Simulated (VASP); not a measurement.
The system is PbS.

```
Pb S
1.0
     0.00000    2.96575    2.96575
     2.96575    0.00000    2.96575
     2.96575    2.96575    0.00000
Pb S
1 1
Cartesian
  0.0000 0.0000 0.0000
  2.9657 2.9657 2.9657
```

| Property | Result |
| --- | --- |
| Program | VASP 6.6.1 |
| Task | relaxation of cell and atoms |
| Functional | PBE |
| Potentials or basis | VASP PAW PBE potentials, release 64 (Pb_d, S_h) |
| Cutoff | 900 eV |
| k mesh | 10 × 10 × 10 |
| Occupations | gaussian, width 0.02 eV |
| Spin | no spin polarisation |

At the start: pressure 2.2 GPa; volume 26.09 Å³/atom.

**Question.** Where does the relaxation end?

**Answer.** Over 3 steps the energy falls by 6.9 meV/atom and the volume is 27.12 Å³/atom (+4.0 %); space group Fm-3m (No. 225, to 0.05 Å).

Step by step:
```csv
step,energy change (eV),largest force (eV/Å),pressure (GPa),volume (Å³)
1,0.0000,0.0000,2.23,52.17
2,-0.0123,0.0000,-0.68,54.96
3,-0.0139,0.0000,0.00,54.23
```

Final structure:
```
CELL_PARAMETERS angstrom
0.00000 3.00431 3.00431
3.00431 0.00000 3.00431
3.00431 3.00431 0.00000
ATOMIC_POSITIONS crystal
Pb 0.00000 0.00000 0.00000
S 0.50000 0.50000 0.50000
```
